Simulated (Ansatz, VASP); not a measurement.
**Si3Br: VASP beside Ansatz**

```
Si Br
1.0
     4.11151    0.00000    0.00000
     0.00000    4.11151    0.00000
     0.00000    0.00000    4.11151
Si Br
3 1
Direct
  0.00000 0.50000 0.50000
  0.50000 0.00000 0.50000
  0.50000 0.50000 0.00000
  0.00000 0.00000 0.00000
```

Change from the starting cell: species swapped into the ZnAg3 type (Pm-3m, No. 221).

Alike in both runs: task single point; functional PBE; k mesh 4 × 4 × 4; occupations gaussian, width 0.1 eV; no spin polarisation.

|  | VASP | Ansatz |
| --- | --- | --- |
| version | VASP 6.6.1 | Ansatz 0.2.0 |
| potentials or method | VASP PAW PBE potentials, release 64 (Si, Br) | scalar-relativistic, plane waves, PAW |
| plane-wave cutoff (eV) | 520 | 420 |
| valence electrons in the cell | 19 | 19 |

|  | VASP | Ansatz | Ansatz less VASP |
| --- | --- | --- | --- |
| gap on the k mesh at the Fermi level (eV) | none | none | - |
| pressure (GPa) | 6.2 | 6.2 | -0.02 |

A gap of «none» marks a metal or a gap that the smearing closes.

Caveats: the k mesh is coarse (spacing up to 0.38 Å⁻¹), so the values aren't converged; an odd number of electrons without spin polarisation forces a metal; a magnetic or distorted state may lie lower.
